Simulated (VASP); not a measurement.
# NaSiPd3 (Pm-3m) in VASP: settings compared

The runs below take NaSiPd3 through single point, with PBE, RPBE+D3(BJ).

Program: VASP 6.6.1. These are calculated values, not measurements. Logs are shortened: lines on timing, memory, paths and dates and some standing lists are left out, and cuts for length are marked.

## 1. The structure

The structure is cubic, space group Pm-3m (No. 221). The conventional cell has a = 4.218 Å, b = 4.218 Å, c = 4.218 Å, α = 90.00°, β = 90.00°, γ = 90.00°. Around Na (site symmetry m-3m) lie 12 Pd at 2.98 Å. Around Pd (site symmetry 4/mmm) lie 2 Si at 2.11 Å. Si (site symmetry m-3m) is surrounded by 6 Pd at 2.11 Å.

The cell was built by a generator and needn't be a form met in nature.

## 2. Single point, PBE

The input, INCAR:

```
SYSTEM = NaSiPd3
PREC     = Accurate       ! precision mode
ENCUT    = 520            ! plane-wave cutoff, eV
EDIFF    = 1E-6           ! SCF threshold, eV
ISMEAR   = -1             ! smearing method
SIGMA    = 0.0351         ! smearing width, eV
LREAL    = .False.        ! projectors in reciprocal space
LASPH    = .True.         ! aspherical terms in the spheres
NELM     = 80             ! most SCF steps
ALGO     = Fast           ! electronic algorithm
ISIF     = 2              ! what is computed and relaxed
LWAVE    = .False.        ! write WAVECAR
LCHARG   = .True.         ! write CHGCAR
GGA      = PE             ! functional
LELF     = .True.         ! ELF
LVHAR    = .True.       
NBANDS   = 28             ! bands
```

The input, KPOINTS:

```
Automatic mesh
0
Gamma
  4 4 4
  0 0 0
```

The input, POSCAR:

```
NaSiPd3
1.0
    4.2183380000      0.0000000000      0.0000000000
    0.0000000000      4.2183380000      0.0000000000
    0.0000000000      0.0000000000      4.2183380000
Na Pd Si
1 3 1
Direct
    0.0000000000      0.0000000000      0.0000000000
    0.0000000000      0.5000000000      0.5000000000
    0.5000000000      0.0000000000      0.5000000000
    0.5000000000      0.5000000000      0.0000000000
    0.5000000000      0.5000000000      0.5000000000
```

Potentials or basis: VASP PAW PBE potentials, release 64 (Na_pv, Pd, Si).

Run with:

```bash
> cat potpaw_PBE.64/Na_pv/POTCAR potpaw_PBE.64/Pd/POTCAR potpaw_PBE.64/Si/POTCAR > POTCAR
> mpirun -np 1 vasp_std > vasp.out
```

OUTCAR:

```text
SYSTEM = NaSiPd3
   PREC = Accurate
   ENCUT = 520
   EDIFF = 1E-6
   ISMEAR = -1
   LREAL = .False.
   LASPH = .True.
   NELM = 80
   ISIF = 2
   GGA = PE

 ion  position               nearest neighbor table
   1  0.000  0.000  0.000-   2 2.98   3 2.98   4 2.98   2 2.98   3 2.98   2 2.98   4 2.98   2 2.98
                             3 2.98   4 2.98   3 2.98   4 2.98
   2  0.000  0.500  0.500-   5 2.11   5 2.11   4 2.98   1 2.98   1 2.98   4 2.98   1 2.98   3 2.98
                             1 2.98   3 2.98   4 2.98   3 2.98   4 2.98   3 2.98
   3  0.500  0.000  0.500-   5 2.11   5 2.11   4 2.98   1 2.98   1 2.98   4 2.98   2 2.98   4 2.98
                             2 2.98   4 2.98   1 2.98   2 2.98   1 2.98   2 2.98
   4  0.500  0.500  0.000-   5 2.11   5 2.11   3 2.98   1 2.98   2 2.98   3 2.98   2 2.98   1 2.98
                             3 2.98   3 2.98   1 2.98   2 2.98   2 2.98   1 2.98
   5  0.500  0.500  0.500-   2 2.11   3 2.11   4 2.11   4 2.11   3 2.11   2 2.11

  LATTYP: Found a simple cubic cell.
 ALAT       =     4.2183380000

  Lattice vectors:

 A1 = (   4.2183380000,   0.0000000000,   0.0000000000)
 A2 = (   0.0000000000,   4.2183380000,   0.0000000000)
 A3 = (   0.0000000000,   0.0000000000,   4.2183380000)

Analysis of symmetry for initial positions (statically):
=====================================================================
 Subroutine PRICEL returns:
 Original cell was already a primitive cell.

 Routine SETGRP: Setting up the symmetry group for a
 simple cubic supercell.

 Subroutine GETGRP returns: Found 48 space group operations
 (whereof 48 operations were pure point group operations)
 out of a pool of 48 trial point group operations.

The static configuration has the point symmetry O_h .

Analysis of symmetry for dynamics (positions and initial velocities):
=====================================================================
 Subroutine PRICEL returns:
 Original cell was already a primitive cell.

 Routine SETGRP: Setting up the symmetry group for a
 simple cubic supercell.

 Subroutine GETGRP returns: Found 48 space group operations
 (whereof 48 operations were pure point group operations)
 out of a pool of 48 trial point group operations.

The dynamic configuration has the point symmetry O_h .

 Subroutine INISYM returns: Found 48 space group operations
 (whereof 48 operations are pure point group operations),
 and found     1 'primitive' translations

----------------------------------------------------------------------------------------

                                     Primitive cell

  volume of cell :      75.0627

  direct lattice vectors                    reciprocal lattice vectors
     4.218338000  0.000000000  0.000000000     0.237060188  0.000000000  0.000000000
     0.000000000  4.218338000  0.000000000     0.000000000  0.237060188  0.000000000
     0.000000000  0.000000000  4.218338000     0.000000000  0.000000000  0.237060188

  length of vectors
     4.218338000  4.218338000  4.218338000     0.237060188  0.237060188  0.237060188

  position of ions in fractional coordinates (direct lattice)
     0.000000000  0.000000000  0.000000000
     0.000000000  0.500000000  0.500000000
     0.500000000  0.000000000  0.500000000
     0.500000000  0.500000000  0.000000000
     0.500000000  0.500000000  0.500000000

  ion indices of the primitive-cell ions
   primitive index   ion index
                 1           1
                 2           2
                 3           3
                 4           4
                 5           5

----------------------------------------------------------------------------------------

 KPOINTS: Automatic mesh

Automatic generation of k-mesh.
 Grid dimensions read from file:
 generate k-points for:    4    4    4

 Generating k-lattice:

  Cartesian coordinates                     Fractional coordinates (reciprocal lattice)
     0.059265047  0.000000000  0.000000000     0.250000000  0.000000000  0.000000000
     0.000000000  0.059265047  0.000000000     0.000000000  0.250000000  0.000000000
     0.000000000  0.000000000  0.059265047     0.000000000  0.000000000  0.250000000

  Length of vectors
     0.059265047  0.059265047  0.059265047

  Shift w.r.t. Gamma in fractional coordinates (k-lattice)
     0.000000000  0.000000000  0.000000000

 Subroutine IBZKPT returns following result:
 ===========================================

 Found     10 irreducible k-points:

 Following reciprocal coordinates:
            Coordinates               Weight
  0.000000  0.000000  0.000000      1.000000
  0.250000  0.000000  0.000000      6.000000
  0.500000  0.000000  0.000000      3.000000
  0.250000  0.250000  0.000000     12.000000
  0.500000  0.250000  0.000000     12.000000
  0.500000  0.500000  0.000000      3.000000
  0.250000  0.250000  0.250000      8.000000
  0.500000  0.250000  0.250000     12.000000
  0.500000  0.500000  0.250000      6.000000
  0.500000  0.500000  0.500000      1.000000
   k-points           NKPTS =     10   k-points in BZ     NKDIM =     10   number of bands    NBANDS=     28
   number of dos      NEDOS =    301   number of ions     NIONS =      5
   total plane-waves  NPLWV =  32768
   dimension x,y,z NGX =    32 NGY =   32 NGZ =   32
   dimension x,y,z NGXF=    64 NGYF=   64 NGZF=   64
   ions per type =               1   3   1
   NGX,Y,Z   is equivalent  to a cutoff of  12.61, 12.61, 12.61 a.u.
   NGXF,Y,Z  is equivalent  to a cutoff of  25.22, 25.22, 25.22 a.u.
 SYSTEM =  NaSiPd3
   PREC   = accura    normal or accurate (medium, high low for compatibility)
   ISTART =      0    job   : 0-new  1-cont  2-samecut
   ICHARG =      2    charge: 1-file 2-atom 10-const
   ISPIN  =      1    spin polarized calculation?
   LNONCOLLINEAR =      F non collinear calculations
   LSORBIT =      F    spin-orbit coupling
   LASPH  =      T    aspherical Exc in radial PAW
   ENCUT  =  520.0 eV  38.22 Ry    6.18 a.u.   7.84  7.84  7.84*2*pi/ulx,y,z
   NELM   =     80;   NELMIN=  2; NELMDL= -5     # of ELM steps
   EDIFF  = 0.1E-05   stopping-criterion for ELM
   LREAL  =      F    real-space projection
   EDIFFG = 0.1E-04   stopping-criterion for IOM
   NSW    =      0    number of steps for IOM
   IBRION =     -1    ionic relax: 0-MD 1-quasi-New 2-CG
   NFREE  =      0    steps in history (QN), initial steepest desc. (CG)
   ISIF   =      2    stress and relaxation
   ISYM   =      2    0-nonsym 1-usesym 2-fastsym
   POTIM  = 0.5000    time-step for ionic-motion
   TEBEG  =    0.0;   TEEND  =   0.0 temperature during run
   PSTRESS=    0.0 pullay stress
   NELECT =      41.0000    total number of electrons
   NUPDOWN=      -1.0000    fix difference up-down
   EMIN   =  10.00;   EMAX   =-10.00  energy-range for DOS
   EFERMI =   0.00;   METHOD = LEGACY
   ISMEAR =    -1;   SIGMA  =   0.04  broadening in eV -4-tet -1-fermi 0-gaus
   EFERMI_NEDOS =   21; number of points for ismear=-14 and -15
   IALGO  =     68    algorithm
   IMIX   =      4    mixing-type and parameters
     AMIX     =   0.40;   BMIX     =  1.00
     AMIX_MAG =   1.60;   BMIX_MAG =  1.00
  volume/ion in A,a.u.               =      15.01       101.31
  Fermi-wavevector in a.u.,A,eV,Ry     =   1.338222  2.528872 24.365822  1.790837
  Thomas-Fermi vector in A             =   2.466709
   LORBIT       =      0    0 simple, 1 ext, 2 COOP (PROOUT), +10 PAW based schemes
   GGA     = PE    functional components
   LHFCALC =     F    Hartree Fock is set to
   AEXX    =    0.0000 exact exchange contribution
   IVDW    =     0    specifies the selected vdW correction
   LEPSILON=     F    determine dielectric tensor
   LRPA    =     F    only Hartree local field effects (RPA)
 non-spin polarized calculation
 RMM-DIIS sequential band-by-band and
  energy-cutoff  :      520.00
  volume of cell :       75.06
 maximum number of plane-waves:      2048
 NGX is ok and might be reduce to    32
   NGX = 15   NGY = 15   NGZ = 15

 number of electron      41.0000003 magnetization

 Free energy of the ion-electron system (eV)
  ---------------------------------------------------
  ext. energy  EPLUGINS =         0.00000000
  ---------------------------------------------------
  free energy    TOTEN  =       -21.43902296 eV

  energy without entropy =      -21.42157727  energy(sigma->0) =      -21.43030012

 E-fermi :   8.5415     XC(G=0): -11.6615

 val. band max:        8.5220775333   @ k =   0.5000   0.2500   0.2500
 cond. band min:       8.6090190552   @ k =   0.2500   0.0000   0.0000
 fundamental gap:      0.0869415219
 Fermi energy:         8.5414731496

 k-point     1 :       0.0000    0.0000    0.0000
  band No.  band energies     occupation
      1     -14.7475      2.00000
      2     -14.7475      2.00000
      3     -14.7475      2.00000
      4      -3.6299      2.00000
      5       2.7443      2.00000
      6       2.7443      2.00000
[... 20 lines left out ...]
     27      15.6737      0.00000
     28      15.6737      0.00000

 k-point     2 :       0.2500    0.0000    0.0000
  band No.  band energies     occupation
      1     -14.7527      2.00000
      2     -14.7479      2.00000
      3     -14.7479      2.00000
      4      -3.2002      2.00000
      5       2.8139      2.00000
      6       2.9778      2.00000
[... 20 lines left out ...]
     27      15.7014      0.00000
     28      16.7210      0.00000

 k-point     3 :       0.5000    0.0000    0.0000
  band No.  band energies     occupation
      1     -14.7578      2.00000
      2     -14.7483      2.00000
      3     -14.7483      2.00000
      4      -2.6260      2.00000
      5       1.7916      2.00000
      6       2.8885      2.00000
[... 182 lines left out ...]
      3     -14.7511      2.00000
      4      -0.8127      2.00000
      5       0.8885      2.00000
      6       0.8885      2.00000
[... 20 lines left out ...]
     27      16.4084      0.00000
     28      18.9562      0.00000

 k-point    10 :       0.5000    0.5000    0.5000
  band No.  band energies     occupation
      1     -14.7532      2.00000
      2     -14.7532      2.00000
      3     -14.7532      2.00000
      4       0.6203      2.00000
      5       0.6625      2.00000
      6       0.6625      2.00000
[... 20 lines left out ...]
     27      19.4832      0.00000
     28      19.5829      0.00000

------------------------ aborting loop because EDIFF is reached ----------------------------------------

  FORCE on cell =-STRESS in cart. coord.  units (eV):
  Direction    XX          YY          ZZ          XY          YZ          ZX
  --------------------------------------------------------------------------------------
  -------------------------------------------------------------------------------------
  Total       17.7403618     17.7403618     17.7403618      0.0000000      0.0000000     -0.0000000
  in kB      378.6595622    378.6595622    378.6595622      0.0000000      0.0000000     -0.0000000
  external PRESSURE =     378.6595622 kB  Pullay stress =       0.0000000 kB

 VOLUME and BASIS-vectors are now :
 -----------------------------------------------------------------------------
  energy-cutoff  :      520.00
  volume of cell :       75.06
      direct lattice vectors                 reciprocal lattice vectors
     4.218338000  0.000000000  0.000000000     0.237060188  0.000000000  0.000000000
     0.000000000  4.218338000  0.000000000     0.000000000  0.237060188  0.000000000
     0.000000000  0.000000000  4.218338000     0.000000000  0.000000000  0.237060188

 POSITION                                       TOTAL-FORCE (eV/Angst)
 -----------------------------------------------------------------------------------
      0.00000      0.00000      0.00000         0.000000      0.000000      0.000000
      0.00000      2.10917      2.10917         0.000000      0.000000      0.000000
      2.10917      0.00000      2.10917         0.000000      0.000000      0.000000
      2.10917      2.10917      0.00000         0.000000      0.000000      0.000000
      2.10917      2.10917      2.10917         0.000000      0.000000      0.000000
 -----------------------------------------------------------------------------------
    total drift:                                0.000000     -0.000000     -0.000000

  FREE ENERGIE OF THE ION-ELECTRON SYSTEM (eV)
  ---------------------------------------------------
  free  energy   TOTEN  =       -21.4390229635 eV

  energy  without entropy=      -21.4215772745  energy(sigma->0) =      -21.43030012
```

Run time: 18 s. Hardware: 1 thread of Intel Xeon Platinum 8488C (Sapphire Rapids), shared host; peak memory 0.18 GiB.

Results:

```
Free energy            : -21.4390 eV
Pressure               : 37.9 GPa
Band gap on the k mesh : none (metal or under the smearing width)
```

Caveat: the k mesh is coarse (spacing up to 0.37 Å⁻¹), so the values aren't converged; a pressure of tens of GPa on the cell as given is suspect, and the run, the potentials or the cell itself is likely at fault.

## 3. Single point, RPBE+D3(BJ)

The input, INCAR:

```
PREC = Accurate ; ENCUT = 520
EDIFF = 1E-6 ; ISMEAR = -1
SIGMA = 0.0351 ; LREAL = F
LASPH = T ; NELM = 60
ALGO = Normal ; ISIF = 2
LWAVE = F ; LCHARG = F
GGA = RP ; IVDW = 12
NBANDS = 28
```

The input, KPOINTS:

```
regular mesh
0
Gamma
  4 4 4
```

POSCAR is that of step 2.

Potentials or basis: VASP PAW PBE potentials, release 64 (Na_pv, Pd, Si).

Run with:

```bash
> cat potpaw_PBE.64/Na_pv/POTCAR potpaw_PBE.64/Pd/POTCAR potpaw_PBE.64/Si/POTCAR > POTCAR
> mpirun -np 1 vasp_std > vasp.out
```

It took 14 s on 1 thread of Intel Xeon Platinum 8488C (Sapphire Rapids), shared host; peak memory 0.19 GiB.

The run converged. Its results:

```yaml
Free_energy: -32.6841 eV
Pressure: 8.2 GPa
Band_gap_on_the_k_mesh: none (metal or under the smearing width)
Dispersion_energy_per_atom: -2.729 eV
```

Levels at points of the mesh, in eV from the Fermi level:
| k point | band 18 | band 19 | band 20 | band 21 | band 22 | band 23 |
| --- | --- | --- | --- | --- | --- | --- |
| (0.00, 0.00, 0.00) | -1.92 | -1.75 | -1.75 | -1.75 | -1.45 | 4.75 |
| (0.50, 0.00, 0.00) | -2.67 | -2.24 | -1.92 | 1.18 | 1.18 | 5.22 |
| (0.50, 0.50, 0.00) | -2.73 | -2.20 | -0.32 | -0.32 | 0.12 | 3.34 |
| (0.50, 0.50, 0.50) | -1.79 | -1.79 | 0.08 | 0.08 | 0.08 | 1.71 |

Caveat: the k mesh is coarse (spacing up to 0.37 Å⁻¹), so the values aren't converged; the PAW data sets were made with another functional, which shifts forces and pressure a little; pairwise dispersion overbinds metals, which lowers pressure and volume.

## 4. Single point, PBE

The input, INCAR:

```
SYSTEM = NaSiPd3
PREC = Accurate
ENCUT = 520
EDIFF = 1E-6
ISMEAR = -1
SIGMA = 0.0351
LREAL = .FALSE.
LASPH = .TRUE.
NELM = 80
ALGO = Normal
ISIF = 2
LWAVE = .FALSE.
LCHARG = .TRUE.
GGA = PE
LELF = .TRUE.
LVHAR = .TRUE.
NBANDS = 28
```

The input, KPOINTS:

```
regular mesh
0
G
  6 6 6
  0 0 0
```

POSCAR is that of step 3.

Run with:

```bash
> cat potpaw_PBE.64/Na_pv/POTCAR potpaw_PBE.64/Pd/POTCAR potpaw_PBE.64/Si/POTCAR > POTCAR
> mpirun -np 1 vasp_std > vasp.out
```

Run time: 24 s. Hardware: 1 thread of Intel Xeon Platinum 8488C (Sapphire Rapids), shared host; peak memory 0.19 GiB.

The run converged. Its results:

```yaml
Free_energy: -21.5425 eV
Pressure: 37.2 GPa
Band_gap_on_the_k_mesh: none (metal or under the smearing width)
```

Levels at points of the mesh, in eV from the Fermi level:
```
           k point  band 19  band 20  band 21  band 22  band 23  band 24
(0.00, 0.00, 0.00)    -1.67    -1.67    -1.67    -1.35     4.82     4.82
(0.50, 0.00, 0.00)    -2.14    -1.84     1.25     1.25     5.28     5.35
(0.50, 0.50, 0.00)    -2.10    -0.24    -0.24     0.19     3.41     4.48
(0.50, 0.50, 0.50)    -1.70     0.16     0.16     0.16     1.78     1.78
```

Caveat: a pressure of tens of GPa on the cell as given is suspect, and the run, the potentials or the cell itself is likely at fault.

## 5. Summary

```csv
level,k mesh,mesh quality,gap on the mesh (eV),pressure (GPa)
PBE,4 × 4 × 4,coarse,none,37.9
RPBE+D3(BJ),4 × 4 × 4,coarse,none,8.2
PBE,6 × 6 × 6,not flagged,none,37.2
```

Alike in all rows: task single point; potentials or basis VASP PAW PBE potentials, release 64 (Na_pv, Pd, Si); no spin polarisation; cell as given; cutoff (eV) 520; smearing fermi-dirac 0.0351 eV.

Caveats: some runs use coarse meshes; a pressure of tens of GPa on the cell as given is suspect, and the run, the potentials or the cell itself is likely at fault (some runs); the PAW data sets were made with another functional, which shifts forces and pressure a little (some runs); pairwise dispersion overbinds metals, which lowers pressure and volume (some runs).

Total energies depend on the potentials used, so only differences within one code and one set of settings carry meaning.
